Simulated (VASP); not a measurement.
An input for Ansatz (written as the equivalent of a VASP run, and not itself run):

Ansatz 0.2 input:
```yaml
crystal:
  lattice:
    - [0.0000000, 3.0578682, 3.0578682]
    - [3.0578682, 0.0000000, 3.0578682]
    - [3.0578682, 3.0578682, 0.0000000]
  atoms:
    - { symbol: Pb, position: [0.0000000, 0.0000000, 0.0000000] }
    - { symbol: Te, position: [0.5000000, 0.5000000, 0.5000000] }
kpoints:
  mp_grid: { grid: [8, 8, 8] }
hamiltonian:
  xc: pbesol
  pseudopotentials: { kind: paw }
scf:
  occupations: { method: gaussian, width: 0.05 }
  max_iter: 100
relax:
  max_steps: 40
  f_tol: 0.02
  cell: { p_target: 10 }
output: { forces: true, stress: true, eigenvalues: true }
```

### Question
Write the VASP files for the same calculation (PBEsol).

### Answer
One answer among several that fit: 
### KPOINTS
```
K-points
0
Gamma
  8 8 8
```

**POSCAR**
```
PbTe
1
    0.0000000000     3.0578682111     3.0578682111
    3.0578682111    -0.0000000000     3.0578682111
    3.0578682111     3.0578682111     0.0000000000
Pb Te
1 1
Direct
  0.0000000000   0.0000000000   0.0000000000
  0.5000000000   0.5000000000   0.5000000000
```

**INCAR**
```
ALGO = Normal
EDIFF = 1E-6
EDIFFG = -0.02
ENCUT = 500
GGA = PS
IBRION = 2
ISIF = 3
ISMEAR = 0
LASPH = .True.
LCHARG = .False.
LMAXMIX = 4
LREAL = .False.
LWAVE = .False.
NELM = 100
NSW = 40
PREC = Accurate
PSTRESS = 100
SIGMA = 0.05
SYSTEM = PbTe
```

POTCAR, in this order: Pb_d Te (PBE.64 set). Program: vasp_std.

The two are equivalent in intent, not identical: each code has its own PAW files, so the cut-off isn't converted (ENCUT is set for VASP's; basis.ecutwfc is left out, and Ansatz then takes the one that its files recommend); Ansatz stops its SCF on the density residual and VASP on the energy change (EDIFF).

The structure was generated: PbTe was put into the rock salt type (Fm-3m), which need not be its known phase. It was relaxed first under an external pressure of 10 GPa.
